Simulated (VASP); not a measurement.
Input of a VASP 6.6.1 run:

Contents of INCAR:

```
ALGO     = Fast           # electronic algorithm
EDIFF    = 1E-6           # SCF threshold, eV
ENCUT    = 520            # plane-wave cutoff, eV
GGA      = RE             # functional
ISIF     = 2              # what is computed and relaxed
ISMEAR   = -1             # smearing method
ISPIN    = 2              # spin polarisation
KPAR     = 4            
LASPH    = True           # aspherical terms in the spheres
LCHARG   = False          # write CHGCAR
LMAXMIX  = 4              # l up to which the mixer works
LORBIT   = 11             # projections on sites
LREAL    = False          # projectors in reciprocal space
LWAVE    = False          # write WAVECAR
MAGMOM   = 0 0 2 2 2 0 0 0 0 0 0 0 0 0 0 0 0 0 0 0 0 0 # initial moments
NELM     = 150            # most SCF steps
PREC     = Accurate       # precision mode
SIGMA    = 0.05           # smearing width, eV
```

File KPOINTS:

```
k-points
0
Gamma
  4 4 4
```

POSCAR

```
Ba2Tl5V3O12                             
1.0
    4.3029341368      2.4842985662      6.2119409828
   -4.3029341368      2.4842985662      6.2119409828
   -0.0000000000     -4.9685971325      6.2119409828
  Ba              V               Tl              O             
     2     3     5    12
Direct
     0.5000007601077114    0.5000007601077114    0.5000007601077114
     0.9999996303925469    0.9999996303925469    0.9999996303925469
     0.4999995536727193    0.4999995536727193    0.9999988419673098
     0.9999988419673091    0.4999995536727199    0.4999995536727193
     0.4999995536727199    0.9999988419673091    0.4999995536727193
     0.9999993301366417    0.9999993301366417    0.4999991836259964
     0.4999991836259967    0.9999993301366414    0.9999993301366417
     0.9999993301366414    0.4999991836259967    0.9999993301366417
     0.7399559633111639    0.7399559633111639    0.7399559633111639
     0.2600428938830885    0.2600428938830885    0.2600428938830885
     0.7150211997541556    0.0786465238914858    0.4143299949827022
     0.4143299949730796    0.7150211997606869    0.0786465238945773
     0.0786465239011083    0.4143299949761711    0.7150211997510640
     0.5856678315454052    0.9213499794071820    0.2849769499657968
     0.9213499794167974    0.2849769499627053    0.5856678315388815
     0.2849769499561812    0.5856678315484969    0.9213499794137059
     0.2849769499627053    0.9213499794167974    0.5856678315388815
     0.5856678315484969    0.2849769499561812    0.9213499794137059
     0.9213499794071820    0.5856678315454052    0.2849769499657968
     0.4143299949761711    0.0786465239011083    0.7150211997510640
     0.0786465238914858    0.7150211997541556    0.4143299949827022
     0.7150211997606869    0.4143299949730796    0.0786465238945773
```

File KPOINTS_OPT:

```
path GLB1,BZGX,QFP1Z,LP
15
line-mode
reciprocal
 0.0000000000  0.0000000000  0.0000000000  G
 0.5000000000  0.0000000000  0.0000000000  L

 0.5000000000  0.0000000000  0.0000000000  L
 0.5000000000  0.2728865088 -0.2728865088  B1

 0.7271134912  0.5000000000  0.2728865088  B
 0.5000000000  0.5000000000  0.5000000000  Z

 0.5000000000  0.5000000000  0.5000000000  Z
 0.0000000000  0.0000000000  0.0000000000  G

 0.0000000000  0.0000000000  0.0000000000  G
 0.3864432544  0.0000000000 -0.3864432544  X

 0.6135567456  0.3864432544  0.0000000000  Q
 0.5000000000  0.5000000000  0.0000000000  F

 0.5000000000  0.5000000000  0.0000000000  F
 0.6135567456  0.6135567456  0.2728865088  P1

 0.6135567456  0.6135567456  0.2728865088  P1
 0.5000000000  0.5000000000  0.5000000000  Z

 0.5000000000  0.0000000000  0.0000000000  L
 0.7271134912  0.3864432544  0.3864432544  P
```

Potentials or basis: VASP PAW PBE potentials, release 64 (Ba_sv, V_sv, Tl_d, O).

Run with:

```console
$ cat potpaw_PBE.64/Ba_sv/POTCAR potpaw_PBE.64/V_sv/POTCAR potpaw_PBE.64/Tl_d/POTCAR potpaw_PBE.64/O/POTCAR > POTCAR
$ mpirun -np 4 vasp_std > vasp.out
```

(1) Predict the largest force.

(2) What does it give for the pressure?

(3) What does it give for the band gap along the path?

(4) Predict the net moment.

Results:

(1) 0.015 eV/Å.

(2) 0.1 GPa.

(3) none (metal or under the smearing width).

(4) 1.07 μB per cell.

Caveat: the PAW data sets were made with another functional, which shifts forces and pressure a little; spin-orbit coupling is left out, which moves the levels of the heavy elements; semilocal functionals often make such compounds metallic where correlation or magnetic order opens a gap, which also shifts bond lengths.
